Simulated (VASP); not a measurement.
An input for Quantum ESPRESSO's pw.x (written as the equivalent of a VASP run, and not itself run):

```
&CONTROL
  calculation = 'scf'
  pseudo_dir = './pseudo'
  outdir = './out'
  tprnfor = .true.
  tstress = .true.
/
&SYSTEM
  ibrav = 0
  nat = 2
  ntyp = 2
  ecutwfc = 88
  occupations = 'smearing'
  smearing = 'gaussian'
  degauss = 0.003675
  input_dft = 'pbe'
/
&ELECTRONS
  conv_thr = 7.3e-08
  electron_maxstep = 100
/
ATOMIC_SPECIES
  Be 9.012 Be.upf
  Se 78.971 Se.upf
CELL_PARAMETERS angstrom
     0.0000000    2.5700000    2.5700000
     2.5700000    0.0000000    2.5700000
     2.5700000    2.5700000    0.0000000
ATOMIC_POSITIONS crystal
  Be   0.0000000  0.0000000  0.0000000
  Se   0.2500000  0.2500000  0.2500000
K_POINTS automatic
  7 7 7 0 0 0
```

Translate this input to VASP (INCAR, KPOINTS, POSCAR, choice of POTCAR).

Several could match; the one computed here: 
### INCAR
```
SYSTEM = BeSe
PREC = Accurate
ENCUT = 520
EDIFF = 1E-6
NELM = 100
ALGO = Normal
LREAL = .FALSE.
LASPH = .TRUE.
ISMEAR = 0
SIGMA = 0.05
GGA = PE
LMAXMIX = 4
LWAVE = .FALSE.
LCHARG = .FALSE.
ISIF = 2
```

### KPOINTS
```
Automatic mesh
0
Gamma
7 7 7
```

File POSCAR:
```
BeSe
1
    0.0000000000     2.5700000000     2.5700000000
    2.5700000000     0.0000000000     2.5700000000
    2.5700000000     2.5700000000     0.0000000000
Be Se
1 1
Direct
  0.0000000000   0.0000000000   0.0000000000
  0.2500000000   0.2500000000   0.2500000000
```

POTCAR, in this order: Be Se (PBE.64 set). Program: vasp_std.

Limits of the translation: the potentials are each code's own (VASP's PAW set, PseudoDojo norm-conserving files in pw.x), so ENCUT and ecutwfc are chosen apart and not converted; conv_thr bounds pw.x's estimated SCF error, while EDIFF bounds the energy change between steps.

The compound is BeSe in the zinc blende structure. The cell was not relaxed at this level.
